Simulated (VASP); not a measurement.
# SrBRh: structure and properties in VASP, part 3 of 3

Aim: relax SrBRh, then compute properties on the relaxed cell. The cell is invented: other elements were put on sites of a known structure type. It may not be a known or stable phase. Left out of this account: at least 1 further run (core levels: core levels are not valid at this level).

VASP 6.6.1; rSCAN with D4; plane waves and PAW (Sr_sv, B, Rh_pv); invented cell.

So far. Step 3 (Second relaxation): It ends with forces that vanish by symmetry and a pressure of -0.03 GPa. Step 4 (Single point with fields (rSCAN + D4)): In this run the pressure is -0.08 GPa, small enough to go on; single stress components reach 0.12 GPa. The relaxed cell has a = 3.643, c = 4.686 Å (conventional setting).

## Step 5: Band structure (rSCAN + D4)

Levels along the symmetry lines show where the bands peak and cross; KPOINTS_OPT computes them in the converged potential.

Contents of INCAR:

```
SYSTEM = SrBRh
PREC = Accurate
ENCUT = 420
EDIFF = 1E-06
NELM = 100
ISMEAR = 1
SIGMA = 0.2
LREAL = .FALSE.
ALGO = Normal
METAGGA = RSCAN
IVDW = 13
VDW_S6 = 1
VDW_S8 = 0.87728975
VDW_A1 = 0.49116966
VDW_A2 = 5.75859346
LASPH = .TRUE.
LORBIT = 11
LWAVE = .FALSE.
LCHARG = .FALSE.
```

Contents of POSCAR:

```
SrBRh
1.0
    3.6426057755      0.0000000000      0.0000000000
   -1.8213028878      3.1545891440      0.0000000000
    0.0000000000      0.0000000000      4.6861170633
Sr B Rh
1 1 1
Direct
    0.6666666700      0.3333333300      0.5000000000
    0.3333333300      0.6666666700      0.0000000000
    0.0000000000      0.0000000000      0.0000000000
```

Contents of KPOINTS:

```
Automatic mesh
0
Gamma
7 7 5
0 0 0
```

Contents of KPOINTS_OPT:

```
Line mode
16
Line-mode
Reciprocal
  0.00000000   0.00000000   0.00000000 GAMMA
  0.50000000   0.00000000   0.00000000 M

  0.50000000   0.00000000   0.00000000 M
  0.33333333   0.33333333   0.00000000 K

  0.33333333   0.33333333   0.00000000 K
  0.00000000   0.00000000   0.00000000 GAMMA

  0.00000000   0.00000000   0.00000000 GAMMA
  0.00000000   0.00000000   0.50000000 A

  0.00000000   0.00000000   0.50000000 A
  0.50000000   0.00000000   0.50000000 L

  0.50000000   0.00000000   0.50000000 L
  0.33333333   0.33333333   0.50000000 H

  0.33333333   0.33333333   0.50000000 H
  0.00000000   0.00000000   0.50000000 A

  0.50000000   0.00000000   0.50000000 L
  0.50000000   0.00000000   0.00000000 M

  0.33333333   0.33333333   0.00000000 K
  0.33333333   0.33333333   0.50000000 H
```

The projector-augmented-wave data sets are Sr_sv, B and Rh_pv (PBE family, release 64).

Run with:

```bash
mpirun -np 1 vasp_std
```

Log:

```text
[... set-up lines as in an earlier step ...]
 entering main loop
       N       E                     dE             d eps       ncg     rms          rms(c)
[... 15 cycles as in an earlier step ...]
   1 F= -.75631377E+02 E0= -.75631743E+02  d E =0.110079E-02
 Start KPOINTS_OPT (optional k-point list driver)
k-point batch [1-24\144]
       N       E                     dE             ncg
DAV:   1    -0.370314537216E+04   -0.16945E+05      928
DAV:   2    -0.840716580499E+04   -0.47040E+04      970
DAV:   3    -0.860658580991E+04   -0.19942E+03     1438
DAV:   4    -0.861068239485E+04   -0.40966E+01     1066
DAV:   5    -0.861074829007E+04   -0.65895E-01     1248
DAV:   6    -0.861074926582E+04   -0.97575E-03     1034
DAV:   7    -0.861074927633E+04   -0.10507E-04     1076
DAV:   8    -0.861074927665E+04   -0.32303E-06      662
[...]
k-point batch [121-144\144]
       N       E                     dE             ncg
DAV:   1    -0.366597821054E+04   -0.25773E+05      912
DAV:   2    -0.834815635096E+04   -0.46822E+04      958
DAV:   3    -0.855323322250E+04   -0.20508E+03     1368
DAV:   4    -0.855901679671E+04   -0.57836E+01     1170
DAV:   5    -0.855910833691E+04   -0.91540E-01     1178
DAV:   6    -0.855911030202E+04   -0.19651E-02     1100
DAV:   7    -0.855911032317E+04   -0.21159E-04     1140
DAV:   8    -0.855911032375E+04   -0.57689E-06      602
```

Elapsed: 4.2 min, on 1 MPI rank of AMD EPYC 7R43, shared host; peak memory 0.14 GiB.

Parts of OUTCAR (step 5):

```text
   NELECT =      28.0000    total number of electrons

 E-fermi :   5.8288

  DFT-D4 for vdW energy calculation

  Edisp (eV):   -0.44181

[... 20 parts as in an earlier step ...]

[... 2 further parts left out ...]
```

Spin-orbit coupling is off here; it would split degenerate levels.

The electronic bands at the labelled points (eV, zero at the Fermi level; # counts the bands kept in this run):

```
          point     #4     #5     #6     #7     #8    #9
              Γ  -3.67  -2.26  -2.26  -0.81   1.86  3.25
0.47 of the way  -3.21  -3.18  -2.43  -0.13   1.50  2.25
              M  -2.95  -2.83  -2.62  -1.41   0.74  1.75
0.53 of the way  -2.81  -2.52  -2.51  -1.77   0.63  1.16
              K  -3.27  -2.47  -2.27  -1.86  -0.19  1.93
0.53 of the way  -3.40  -3.09  -2.43   0.05   1.16  2.22
              Γ  -3.67  -2.26  -2.26  -0.81   1.86  3.25
0.53 of the way  -3.63  -2.30  -2.30  -1.65   2.26  3.65
              A  -3.68  -2.35  -2.35  -2.14   2.43  4.25
0.53 of the way  -3.98  -2.33  -2.25  -0.90   1.57  1.99
              L  -2.95  -2.33  -2.21  -1.59   0.42  0.83
0.47 of the way  -2.62  -2.58  -2.16  -1.80   0.39  0.76
              H  -2.91  -2.89  -2.39  -1.17  -0.55  1.24
0.47 of the way  -3.65  -2.45  -2.28  -0.46   0.81  1.84
              A  -3.68  -2.35  -2.35  -2.14   2.43  4.25
      jump to L  -2.95  -2.33  -2.21  -1.59   0.42  0.83
0.47 of the way  -2.95  -2.47  -2.47  -1.53   0.93  1.12
              M  -2.95  -2.83  -2.62  -1.41   0.74  1.75
      jump to K  -3.27  -2.47  -2.27  -1.86  -0.19  1.93
0.47 of the way  -3.17  -2.64  -2.38  -1.55  -0.34  1.67
              H  -2.91  -2.89  -2.39  -1.17  -0.55  1.24
```

Of the projections kept (Sr, B, Rh), the largest for each band there, as a share of the weight inside these atoms' spheres; weight between the spheres isn't counted:

```csv
point,#4,#5,#6,#7,#8,#9
Γ,Rh 0.88,Rh 0.99,Rh 0.99,B 0.64,Sr 0.51,Sr 0.77
M,Rh 0.87,Rh 0.91,Rh 0.96,Rh 0.85,Rh 0.59,Rh 0.50
K,Rh 0.80,Rh 0.98,Rh 0.68,Rh 0.56,Rh 0.90,Sr 0.72
Γ,Rh 0.88,Rh 0.99,Rh 0.99,B 0.64,Sr 0.51,Sr 0.77
A,B 0.41,Rh 0.97,Rh 0.97,Rh 0.97,Sr 0.71,Sr 0.87
L,Rh 0.86,Rh 0.99,Rh 0.87,Rh 0.90,Sr 0.63,Rh 0.45
```

The electronic bands as a text plot (rows in eV, shown from -8.0 to 4.2 only):

```
    4.0 |                       ****                 **
    3.5 |                    ***    *               *
    3.0 |**                **       **              *
    2.5 |  **            **     **** *             * **
    2.0 |*** ****   **    ******      *           *        ***
    1.4 |   *    * *  ***             ***     *  *       **   ***
    0.9 |       ***    * *               ** ** ** *    *****
    0.4 |    ***   *  * *              * ***    *      *
   -0.1 |   ***     **  ***            **   ** * *          **
   -0.6 |***           *   ***          *     *   *           ***
   -1.1 |      *              *       *       * *  *           **
   -1.6 |       *** * *        **    *   ***** *    *  ********
   -2.1 |***       ***    ******************** **********   **
   -2.6 | **************** **              ********     *********
   -3.2 |  ******   ** ****             ***   *  *     **********
   -3.7 |**  **    ***  ** *********** * *******  *********    **
   -4.2 |  **  *********  *          ********   ****   ********
   -4.7 |******        ****************          ******
   -5.2 |
   -5.7 |
   -6.2 |
   -6.7 |
   -7.2 |      ********                     *****        ********
   -7.7 |     *        **             ******     **    **
         Γ      M   K        Γ    A      L    H      A|L  M|K   H
```

There is no gap at this level.

## Step 6: Density of states (rSCAN + D4)

Here the states are counted by energy and projected on the atoms. The mesh is finer than in the run before.

INCAR, as its differences from that of step 5:

```diff
@@ -5,3 +5,3 @@
 NELM = 100
-ISMEAR = 1
+ISMEAR = -5
 SIGMA = 0.2
@@ -19 +19,2 @@
 LCHARG = .FALSE.
+NEDOS = 2001
```

POSCAR is that of step 5.

Contents of KPOINTS:

```
Automatic mesh
0
Gamma
10 10 7
0 0 0
```

Run with:

```bash
mpirun -np 1 vasp_std
```

Log:

```text
[... set-up lines as in an earlier step ...]
 entering main loop
       N       E                     dE             d eps       ncg     rms          rms(c)
DAV:   1     0.119390612826E+03    0.11939E+03   -0.14712E+04  2160   0.132E+03
DAV:   2    -0.749795137395E+02   -0.19437E+03   -0.19123E+03  2260   0.365E+02
DAV:   3    -0.844504755011E+02   -0.94710E+01   -0.93811E+01  3474   0.680E+01
DAV:   4    -0.846961237833E+02   -0.24565E+00   -0.24502E+00  2578   0.830E+00
DAV:   5    -0.847011176170E+02   -0.49938E-02   -0.49998E-02  2910   0.966E-01    0.241E+01
DAV:   6    -0.761157991914E+02    0.85853E+01   -0.26624E+01  2148   0.382E+01    0.102E+01
DAV:   7    -0.751739076395E+02    0.94189E+00   -0.89184E+00  2224   0.201E+01    0.946E+00
DAV:   8    -0.752101828911E+02   -0.36275E-01   -0.44065E-01  2662   0.394E+00    0.414E+00
DAV:   9    -0.751779525758E+02    0.32230E-01   -0.32150E-01  2194   0.400E+00    0.688E-01
DAV:  10    -0.751775659924E+02    0.38658E-03   -0.14049E-02  2496   0.750E-01    0.205E-01
DAV:  11    -0.751773411022E+02    0.22489E-03   -0.57130E-04  2366   0.156E-01    0.781E-02
DAV:  12    -0.751772717527E+02    0.69350E-04   -0.14474E-04  3060   0.751E-02    0.120E-02
DAV:  13    -0.751772855425E+02   -0.13790E-04   -0.70587E-06  2512   0.169E-02    0.878E-03
DAV:  14    -0.751772936972E+02   -0.81547E-05   -0.13699E-06  1416   0.845E-03    0.229E-03
DAV:  15    -0.751772951631E+02   -0.14659E-05   -0.18493E-07  1134   0.267E-03    0.120E-03
DAV:  16    -0.751772952445E+02   -0.81438E-07   -0.61823E-08  1108   0.153E-03
   1 F= -.75619102E+02 E0= -.75619102E+02  d E =0.000000E+00
 -----------------------------------------------------------------------------
|                                                                             |
|           W    W    AA    RRRRR   N    N  II  N    N   GGGG   !!!           |
|           W    W   A  A   R    R  NN   N  II  NN   N  G    G  !!!           |
|           W    W  A    A  R    R  N N  N  II  N N  N  G       !!!           |
|           W WW W  AAAAAA  RRRRR   N  N N  II  N  N N  G  GGG   !            |
|           WW  WW  A    A  R   R   N   NN  II  N   NN  G    G                |
|           W    W  A    A  R    R  N    N  II  N    N   GGGG   !!!           |
|                                                                             |
|     Tetrahedron method does not include variations of the Fermi             |
|     occupations, so forces and stress will be inaccurate. We suggest        |
|     using a different smearing scheme ISMEAR = 1 or 2 for metals in         |
|     relaxations.                                                            |
|                                                                             |
 -----------------------------------------------------------------------------
```

Wall time 2.7 min (1 MPI rank); peak memory 0.16 GiB.

Parts of OUTCAR (step 6):

```text
   k-points           NKPTS =     56   k-points in BZ     NKDIM =     56   number of bands    NBANDS=     18

   NELECT =      28.0000    total number of electrons

 E-fermi :   5.7690

 k-point     1 :       0.0000    0.0000    0.0000
  band No.  band energies     occupation
    ...
     10       1.0334      2.00000
     11       2.1648      2.00000
     12       3.5540      2.00000
     13       3.5540      2.00000
     14       5.0036      2.00000
     15       7.7066      0.00000
     16       9.1027      0.00000
     17       9.1027      0.00000
     18      11.7533      0.00000

  DFT-D4 for vdW energy calculation

  Edisp (eV):   -0.44181

  Total      -0.17048    -0.17048     0.28194     0.00000    -0.00000     0.00000
  in kB      -5.07229    -5.07229     8.38879     0.00000    -0.00000     0.00000
  external pressure =       -0.59 kB  Pullay stress =        0.00 kB

 POSITION                                       TOTAL-FORCE (eV/Angst)
 -----------------------------------------------------------------------------------
      1.82130      1.05153      2.34306         0.000000      0.000000      0.000000
     -0.00000      2.10306      0.00000        -0.000000      0.000000      0.000000
      0.00000      0.00000      0.00000        -0.000000      0.000000      0.000000
 -----------------------------------------------------------------------------------
    total drift:                               -0.000017      0.000010     -0.000000

  FREE ENERGIE OF THE ION-ELECTRON SYSTEM (eV)
  ---------------------------------------------------
  free  energy   TOTEN  =       -75.6191017057 eV

  energy  without entropy=      -75.6191017057  energy(sigma->0) =      -75.61910171

[... 6 parts as in an earlier step ...]

[... 10 further parts left out ...]
```

With tetrahedra the forces and stress of a metal are not exact derivatives of the energy.

This step gave:

```yaml
scf_cycles: 16
irreducible_k_points: 56
free_energy_toten: -75.6191 eV
fermi_energy: 5.769 eV
pressure: -0.05853 GPa
dos_at_the_fermi_level_one_point_of_the_energy_grid: 0.9480 states/eV/cell
```

The density of states has structure finer than the step of the table below, so its rows give means over 0.5 eV, whole bins alone (the curve runs from -12 to 3.44 eV). Peaks (eV: height): total -4.82: 4.86, -3.83: 7.55, -2.75: 6.15, -2.25: 12.8; Rh d -4.82: 2.85, -3.83: 4.03, -2.75: 4.36, -2.25: 8.55; B p -4.82: 0.71, -4.25: 0.646, -3.83: 0.884, -3.35: 0.310; Rh s -7.54: 0.140, -4.25: 0.240, -2.25: 0.814, -1.41: 0.182; B s -7.54: 1.01.

States under -12.0 eV and over 3.4 eV are left out. The density of states by energy, zero at the Fermi level; means over each step; values in states/eV/cell:

| energy (eV) | total | Rh d | B p | Rh s | B s |
| --- | --- | --- | --- | --- | --- |
| -9.5 | 0 | 0 | 0 | 0 | 0 |
| -9.0 | 0.113 | 0.00748 | 1.4e-4 | 0.0183 | 0.0350 |
| -8.5 | 0.527 | 0.0457 | 0.00129 | 0.0762 | 0.171 |
| -8.0 | 1.00 | 0.127 | 0.00363 | 0.105 | 0.342 |
| -7.5 | 2.21 | 0.448 | 0.00851 | 0.0944 | 0.784 |
| -7.0 | 0.140 | 0.0328 | 1.4e-4 | 0.00135 | 0.0512 |
| -6.5 | 0 | 0 | 0 | 0 | 0 |
| -6.0 | 0 | 0 | 0 | 0 | 0 |
| -5.5 | 0 | 0 | 0 | 0 | 0 |
| -5.0 | 0.906 | 0.522 | 0.132 | 0.0226 | 0.00701 |
| -4.5 | 2.33 | 1.17 | 0.334 | 0.0943 | 0.0153 |
| -4.0 | 4.49 | 2.37 | 0.538 | 0.0858 | 0.0144 |
| -3.5 | 2.36 | 1.26 | 0.244 | 0.0405 | 0.00796 |
| -3.0 | 2.44 | 1.69 | 0.183 | 0.0286 | 0.00314 |
| -2.5 | 6.71 | 5.10 | 0.0979 | 0.147 | 0.00404 |
| -2.0 | 1.33 | 0.825 | 0.0380 | 0.0902 | 0.00263 |
| -1.5 | 1.17 | 0.399 | 0.128 | 0.0940 | 0.0139 |
| -1.0 | 0.907 | 0.305 | 0.0806 | 0.0644 | 0.00919 |
| -0.5 | 1.20 | 0.351 | 0.111 | 0.0562 | 0.00898 |
| 0.0 | 0.888 | 0.289 | 0.0849 | 0.0261 | 0.0112 |
| 0.5 | 1.73 | 0.481 | 0.144 | 0.0218 | 0.0233 |
| 1.0 | 1.87 | 0.425 | 0.190 | 0.0200 | 0.0133 |
| 1.5 | 2.34 | 0.442 | 0.231 | 0.0162 | 0.00987 |
| 2.0 | 1.84 | 0.317 | 0.152 | 0.0180 | 0.0117 |
| 2.5 | 1.84 | 0.274 | 0.155 | 0.0109 | 0.0151 |
| 3.0 | 1.07 | 0.156 | 0.102 | 0.00610 | 0.0147 |

The finer mesh and the other smearing move the Fermi level by -0.06 eV from the 7×7×5 run, one measure of the sampling error in the zero of the bands above. Of the states within 0.3 eV of the Fermi level, the largest shares in the PAW spheres are Rh d 32 % and B p 9 %. The rest lies in smaller channels or between the spheres.

## Step 7: Summary of results

```
relaxed volume                            : 17.95 Å³/atom
relaxed conventional cell a, b, c         : 3.643, 3.643, 4.686 Å; angles 90.0, 90.0, 120.0°
space group after relaxing, within 0.02 Å : P-6m2 (No. 187)
band gap                                  : none, a metal
DOS at the Fermi level                    : 0.948 states/eV/cell
```

What this shows: With rSCAN + D4, SrBRh relaxes to 17.95 Å³/atom in space group P-6m2 (held by the symmetry of the run) and comes out as a metal. Band structure (rSCAN + D4): Of the bands kept, 2 cross the Fermi level on this path. Spin-orbit coupling is left out; it would split some degenerate bands. The k-sampling is coarse for a metal, so the Fermi level, pressures and the shape of the cell carry errors. No search among competing phases was made. All values are for a static lattice at zero temperature.

[Lines on the potential files, build, host, timing and source positions are cut from VASP's logs without a mark.]

[Logs are printed without paths, hosts, clocks, repeated set-up lines and the standing remarks that a program may print on its own settings, such as how far it seeks lower states.]

[Hosts, paths, dates, database ids (printed as entryN), source tags and the programs' standing remarks are cut or masked in the printed files.]

[A measured line is paired with the nearest computed mode of its activity, which favours agreement.]

[In band tables of VASP the shares of atoms and orbitals are scaled to a sum of 1 inside the atoms' spheres.]
